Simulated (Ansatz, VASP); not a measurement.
# Cu (Cu(100)-(3x1) missing row) in two plane-wave programs, part 2 of 2

One calculation is typed for both programs; each brings its own data sets. How far apart do they land? The cell is taken from a series of runs on this material, whose earlier steps may have relaxed, scaled, displaced or heated it; both programs get it as it stands.

VASP 6.6.1 and Ansatz 0.2.0.

So far: Set-up; VASP: single point, PBE with D3(BJ).

## 3. Ansatz: single point, PBE with D3(BJ)

Level of this step: Ansatz beside VASP: Kohn-Sham DFT, plane waves, PBE with D3(BJ) (Ansatz).

Ansatz runs on its default PAW (the set named soft_2) files.

The same cell, functional, mesh and smearing now go to Ansatz, which takes its cutoff from its data sets.

Input file input.yaml:

```yaml
crystal:
  lattice:
    - [7.6579664403, 0.0, 0.0]
    - [0.0, 2.5526554801, 0.0]
    - [0.0, 0.0, 22.415]
  atoms:
    - { symbol: Cu, position: [0.1666666667, 0.5, 0.3792103502] }
    - { symbol: Cu, position: [0.5000000017, 0.5, 0.3792103502] }
    - { symbol: Cu, position: [0.8333333317, 0.5, 0.3792103502] }
    - { symbol: Cu, position: [1.7e-09, 0.0, 0.4597367834] }
    - { symbol: Cu, position: [0.3333333317, 0.0, 0.4597367834] }
    - { symbol: Cu, position: [0.6666666667, 0.0, 0.4597367834] }
    - { symbol: Cu, position: [0.1666666667, 0.5, 0.5376011847] }
    - { symbol: Cu, position: [0.505714127, 0.5, 0.5403148331] }
    - { symbol: Cu, position: [0.8276192063, 0.5, 0.5403148331] }
    - { symbol: Cu, position: [0.0029718964, 0.0, 0.6136786844] }
    - { symbol: Cu, position: [0.3303614369, 0.0, 0.6136786844] }
kpoints:
  mp_grid: { grid: [8, 24, 1] }
hamiltonian:
  xc: pbe
  dispersion: d3bj
scf:
  occupations: { method: fermi_dirac, width: 0.05 }
  convergence: { dr2_threshold: 1.0e-09 }
  n_extra_bands: 23
efield:
  axis: 3
  dipole_correction: true
  ramp_position: 0.97
  ramp_width: 0.06
output:
  band_densities:
    - { e_range: [-0.3, 0] }
    - { e_range: [-1.0, 0] }
    - { e_range: [-2.0, 0] }
    - { e_range: [0, 0.3] }
    - { e_range: [0, 1.0] }
    - { e_range: [0, 2.0] }
    - { e_range: [-2.0, -1.8] }
    - { e_range: [-1.8, -1.6] }
    - { e_range: [-1.6, -1.4] }
    - { e_range: [-1.4, -1.2] }
    - { e_range: [-1.2, -1.0] }
    - { e_range: [-1.0, -0.8] }
    - { e_range: [-0.8, -0.6] }
    - { e_range: [-0.6, -0.4] }
    - { e_range: [-0.4, -0.2] }
    - { e_range: [-0.2, 0.0] }
    - { e_range: [0.0, 0.2] }
    - { e_range: [0.2, 0.4] }
    - { e_range: [0.4, 0.6] }
    - { e_range: [0.6, 0.8] }
    - { e_range: [0.8, 1.0] }
    - { e_range: [1.0, 1.2] }
    - { e_range: [1.2, 1.4] }
    - { e_range: [1.4, 1.6] }
    - { e_range: [1.6, 1.8] }
    - { e_range: [1.8, 2.0] }
  band_residual_tolerance: 0.0001
  dos: { projected: true, e_range: [-5, 4] }
  write_potential: true
  write_density: true
  volumetric_format: npy
```

Launch:

```sh
$ ansatz run input.yaml --threads 4 --pin off --max-ram 12288MiB --backend cpu --events-out ev --progress --plain --runs-dir out
```

Numbers of over 12 decimals in the logs are rounded to 6 here.

The program printed:

```text
scf.n_extra_bands = 23 over 105 filled bands (N_el = 209.0): the run solves 128 bands
Engine: ansatz 0.2.0, aarch64-unknown-linux-gnu
Pseudopotentials: kind: paw
Pseudopotential: Cu, paw, valence charge 19, recommended cutoff 420 eV (normal), Cu.paw.azcp
Functional definition: PBE
  parameter kappa = 0.804
  parameter beta = 0.066725
  exchange = pbe_x(kappa = kappa, mu = beta*pi^2/3)
  correlation = pbe_c(beta = beta)
Crystal: 11 atoms, lattice volume = 438.172 Å³
Basis set: ecut = 420 eV, 8611 PW (Γ)
Bands: 128, of which v1, the nominal top of the filled ones, is band 105 counted from 1 (104 counted from 0)
Symmetry: 4 space group operations
Space group: Pmm2 (ITA 25), of the structure as read, at distance tolerance 7.6e-5 Å
k-points: 65 of 192
Non-local potential: Cu, projectors of the file, l = 0: 3, l = 1: 2, l = 2: 3, l = 3: 1
PAW form: soft (Blöchl's): semilocal exchange-correlation on the pseudo side does not see the compensation charge
PAW one-centre angular grid: Cu, 590 points (default); XC on 64 Gauss nodes
Initial density: superposition of atomic densities (neutral atoms: chi_scale 0, normalization atom), corrected by the library's trained network
Initial wavefunctions: pseudopotential atomic-orbital guess
Functional: x = pbe(κ = 0.804, μ = 0.219515), c = pbe(β = 0.066725)
SCF iter   1: F=—  HF=-72877.207079 eV  |F-HF|=—  |Δ(HF+E_count)|=         —  Δρ=1.98e-3  dr2=2.67e-2  ethr=1.77e-3  p=0.019 e·Å  D=7.86e-3 V/Å  ΔV_dip=-0.18 eV  dr2_dipole=4.03e-5  V_vac-E_F(+/−)=4.30/4.47 eV  ⟨swp⟩=7.6  Hψ=35766  notcnv=0  defer=502
efield: sawtooth ramp at fractional position 0.9700 (set: `efield.ramp_position`, or a place that a band, a saddle search or an elastic batch's reference lends), width 0.0600; the density the first Hamiltonian is built on has a dipole p = 0.019 e·Å; the dipole correction subtracts the counter field D = 7.86e-3 V/Å, which shifts the + side's vacuum level by -0.18 eV against the − side's; the planar-averaged density in the ramp window peaks in size at 3.9e-5 e/Å³
preconditioner: auto → LDOS  [metal: Δε(μ)=0.013 eV  Ē_g=8.133 eV  σ=0.050 eV  W_gap=0.07  n_scr=76 (ndim 8)  ℏωp=19.5 eV  f_vac=0.646  D(μ)=3.47/eV (n_scr^D=22)  β→1.0]
SCF iter   2: F=—  HF=-72877.235655 eV  |F-HF|=—  |Δ(HF+E_count)|=   2.86e-2  Δρ=4.52e-3  dr2=5.49e-2  ethr=1.28e-5  p=0.020 e·Å  D=8.17e-3 V/Å  ΔV_dip=-0.18 eV  dr2_dipole=5.80e-5  V_vac-E_F(+/−)=4.32/4.51 eV  ⟨swp⟩=3.0  Hψ=19893  notcnv=0  defer=939
SCF iter   3: F=—  HF=-72877.228212 eV  |F-HF|=—  |Δ(HF+E_count)|=   7.44e-3  Δρ=2.64e-3  dr2=1.67e-2  ethr=1.28e-5  p=0.018 e·Å  D=7.43e-3 V/Å  ΔV_dip=-0.17 eV  dr2_dipole=1.42e-5  V_vac-E_F(+/−)=4.35/4.52 eV  ⟨swp⟩=2.0  Hψ=14762  notcnv=0  defer=939
SCF iter   4: F=—  HF=-72877.223884 eV  |F-HF|=—  |Δ(HF+E_count)|=   4.33e-3  Δρ=2.71e-4  dr2=2.68e-4  ethr=8.01e-6  p=0.019 e·Å  D=7.74e-3 V/Å  ΔV_dip=-0.17 eV  dr2_dipole=2.06e-7  V_vac-E_F(+/−)=4.33/4.50 eV  ⟨swp⟩=2.0  Hψ=11524  notcnv=0  defer=939
SCF iter   5: F=—  HF=-72877.223864 eV  |F-HF|=—  |Δ(HF+E_count)|=   1.96e-5  Δρ=2.57e-4  dr2=2.05e-4  ethr=1.28e-7  p=0.019 e·Å  D=7.82e-3 V/Å  ΔV_dip=-0.18 eV  dr2_dipole=3.62e-6  V_vac-E_F(+/−)=4.33/4.50 eV  ⟨swp⟩=3.0  Hψ=17180  notcnv=0  defer=939
SCF iter   6: F=—  HF=-72877.223838 eV  |F-HF|=—  |Δ(HF+E_count)|=   2.61e-5  Δρ=7.63e-5  dr2=2.01e-5  ethr=9.83e-8  p=0.019 e·Å  D=7.86e-3 V/Å  ΔV_dip=-0.18 eV  dr2_dipole=3.11e-7  V_vac-E_F(+/−)=4.33/4.50 eV  ⟨swp⟩=2.0  Hψ=11157  notcnv=0  defer=939
SCF iter   7: F=—  HF=-72877.223843 eV  |F-HF|=—  |Δ(HF+E_count)|=   5.06e-6  Δρ=4.07e-5  dr2=5.72e-6  ethr=9.61e-9  p=0.019 e·Å  D=7.92e-3 V/Å  ΔV_dip=-0.18 eV  dr2_dipole=4.14e-7  V_vac-E_F(+/−)=4.33/4.51 eV  ⟨swp⟩=2.3  Hψ=11752  notcnv=0  defer=939
SCF iter   8: F=—  HF=-72877.224020 eV  |F-HF|=—  |Δ(HF+E_count)|=   1.77e-4  Δρ=1.51e-5  dr2=1.15e-6  ethr=2.74e-9  p=0.019 e·Å  D=7.92e-3 V/Å  ΔV_dip=-0.18 eV  dr2_dipole=1.70e-7  V_vac-E_F(+/−)=4.33/4.51 eV  ⟨swp⟩=2.0  Hψ=10934  notcnv=0  defer=939
SCF iter   9: F=—  HF=-72877.224021 eV  |F-HF|=—  |Δ(HF+E_count)|=   8.35e-7  Δρ=7.35e-6  dr2=2.55e-7  ethr=5.50e-10  p=0.019 e·Å  D=7.93e-3 V/Å  ΔV_dip=-0.18 eV  dr2_dipole=4.41e-8  V_vac-E_F(+/−)=4.33/4.51 eV  ⟨swp⟩=2.1  Hψ=10976  notcnv=0  defer=939
SCF iter  10: F=—  HF=-72877.224022 eV  |F-HF|=—  |Δ(HF+E_count)|=   5.40e-7  Δρ=3.12e-6  dr2=3.26e-8  ethr=1.22e-10  p=0.019 e·Å  D=7.94e-3 V/Å  ΔV_dip=-0.18 eV  dr2_dipole=1.54e-9  V_vac-E_F(+/−)=4.33/4.51 eV  ⟨swp⟩=2.0  Hψ=11147  notcnv=0  defer=939
SCF iter  11: F=—  HF=-72877.224022 eV  |F-HF|=—  |Δ(HF+E_count)|=   2.12e-8  Δρ=8.32e-7  dr2=3.90e-9  ethr=1.56e-11  p=0.019 e·Å  D=7.95e-3 V/Å  ΔV_dip=-0.18 eV  dr2_dipole=7.39e-12  V_vac-E_F(+/−)=4.33/4.51 eV  ⟨swp⟩=2.0  Hψ=11220  notcnv=0  defer=939
[...]
SCF converged after 13 iterations
Free energy (F): -72877.224022 eV
Harris-Foulkes:  -72877.224022 eV  (|F-HF|=2.49e-9)
Internal energy: -72877.195427 eV  (E = F + TS)
E sigma→0 (E₀):  -72877.209724 eV
Entropy (-TS):   -0.028595 eV (-2.600 meV/atom)
Fermi energy:    1.903782 eV
Dipole field:    D = 0.007948 V/Å  (p = 0.019247 e·Å, saw-weighted, corrected)
Work function:   Φ+ = 4.3293 eV   Φ− = 4.5075 eV
Levels:          The Fermi level and band energies are counted from a zero that moves with the ramp; work functions are not
--- Per-component energies (eV) ---
  E_band       = -7013.180599
  E_kinetic    = 3297.013897
  E_local      = -424628.514228  (includes V_loc(G=0)·N_el)
  E_nonlocal   = 4310.777523
  E_hartree    = 208137.955849
  E_xc         = -976.460981
  E_vxc        = -1259.248597  (∫ρ·V_xc dr)
  E_paw        = -18312.846423  (= ΣΔE_a)
  E_vpaw       = -5009.589957  (= ΣTr[D̂ρ^β])
  E_aug_tail   = 0.003070  (compensation charges beyond the density's cutoff)
  E_efield     = 0.000076  (sawtooth field / dipole correction)
  E_vefield    = 0.465834  (∫n·V_field dr)
  E_ewald      = 155299.134276
  E_disp       = -4.258487  (pairwise vdW)
  E_smearing   = -0.028595  (= −TS)
  E_closure    = -0.000000  (closes the sum)
  Σ components = -72877.224022   (vs F -72877.224022, Δ=0.00e0)
--- Band table (eV; the first three rows and the last of 65) ---
  k-point 0: bands = [... 101 lower, 0.4315, 0.4368, 0.4521, 0.4970, 0.5292, 1.5643, 1.9092, 2.2992, ... 19 higher]
  k-point 1: bands = [... 101 lower, 0.4408, 0.4564, 0.4640, 0.4880, 0.5463, 1.6444, 1.9667, 2.3776, ... 19 higher]
  k-point 2: bands = [... 101 lower, 0.4031, 0.4241, 0.4795, 0.6191, 0.6941, 1.8554, 2.1275, 2.5932, ... 19 higher]
  k-point 64: bands = [... 101 lower, 2.2219, 2.2664, 2.7606, 2.9177, 3.0084, 3.9044, 4.5275, 4.8723, ... 19 higher]
--- Band densities, each state counted as filled ---
  window                                       electrons  max residual (eV)  cut levels
  e_range: [-0.3, 0]                            1.000000             2.9e-6           0
  e_range: [-1, 0]                              3.614583             2.9e-6           0
  e_range: [-2, 0]                             38.197917             2.9e-6           0
  e_range: [0, 0.3]                             1.260417             4.6e-5           0
  e_range: [0, 1]                               3.677083             5.0e-5           0
  e_range: [0, 2]                               7.135417             5.0e-5           0
  e_range: [-2, -1.8]                           9.614583             2.4e-6           0
  e_range: [-1.8, -1.6]                        12.156250             1.9e-6           0
  e_range: [-1.6, -1.4]                         9.312500             2.5e-6           0
  e_range: [-1.4, -1.2]                         2.479167             2.2e-6           0
  e_range: [-1.2, -1]                           1.020833             2.5e-6           0
  e_range: [-1, -0.8]                           0.750000             2.5e-6           0
  e_range: [-0.8, -0.6]                         0.750000             2.5e-6           0
  e_range: [-0.6, -0.4]                         0.833333             2.4e-6           0
  e_range: [-0.4, -0.2]                         0.604167             2.5e-6           0
  e_range: [-0.2, 0]                            0.677083             2.9e-6           0
  e_range: [0, 0.2]                             0.645833             3.6e-5           0
  e_range: [0.2, 0.4]                           0.958333             4.9e-5           0
  e_range: [0.4, 0.6]                           0.625000             5.0e-5           0
  e_range: [0.6, 0.8]                           0.833333             5.0e-5           0
  e_range: [0.8, 1]                             0.614583             4.6e-5           0
  e_range: [1, 1.2]                             0.812500             4.6e-5           0
  e_range: [1.2, 1.4]                           0.510417             4.7e-5           0
  e_range: [1.4, 1.6]                           0.989583             4.6e-5           0
  e_range: [1.6, 1.8]                           0.593750             4.3e-5           0
  e_range: [1.8, 2]                             0.552083             5.0e-5           0
```

## 4. Differences

Known differences besides the potentials themselves: the data sets hold 209 valence electrons in Ansatz (on its default PAW (the set named soft_2) files) and 121 in VASP; the cutoff is 420 eV in Ansatz and 520 eV in VASP. Total energies have different zeros and are not compared.

Both answers:

```tsv
quantity	Ansatz	VASP	difference
work function, lower of the two faces (eV)	4.33	4.31	+0.02
work function, higher of the two faces (eV)	4.51	4.48	+0.02
```

With vacuum in the cell, a pressure given here is an average over mostly empty space and none of the material.

## 5. Summary of results

```yaml
difference_in_work_function_higher_of_the_two_faces_single_point_pbe_with_d3_bj: 0.025 eV
```

The difference in work function, higher of the two faces is 0.025 eV (single point, PBE with D3(BJ)). The data sets hold unlike numbers of valence electrons (209 in Ansatz and 121 in VASP), so part of the differences comes from the potentials. How closely two codes agree says nothing of how well the functional describes the real material.

[Lines on the potential files, build, host, timing and source positions are cut from VASP's logs without a mark.]

[Logs are printed without paths, hosts, clocks, repeated set-up lines and the standing remarks that a program may print on its own settings, such as how far it seeks lower states.]

[Hosts, paths, dates, database ids (printed as entryN), source tags and the programs' standing remarks are cut or masked in the printed files.]
